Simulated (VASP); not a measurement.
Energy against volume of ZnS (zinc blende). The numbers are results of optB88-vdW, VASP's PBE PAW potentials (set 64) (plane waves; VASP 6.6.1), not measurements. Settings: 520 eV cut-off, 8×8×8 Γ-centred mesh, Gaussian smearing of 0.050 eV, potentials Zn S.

```csv
V (Å³/atom),E (eV/atom)
18.862,-1.07780
19.464,-1.09178
20.066,-1.09623
20.668,-1.09257
```

Q: Fit these four points and predict the energy of the run at 21.270 Å³/atom.

A: A cubic in V^(−2/3), the third-order Birch-Murnaghan form, passes through the four points with V0 = 20.08 Å³/atom and B0 = 72 GPa, and gives -1.0820 eV/atom there. The run gave -1.0820 eV/atom, -0.0 meV/atom from the fit; all five points give B0 = 72 GPa.

The compound is ZnS in the zinc blende structure. It was relaxed first.
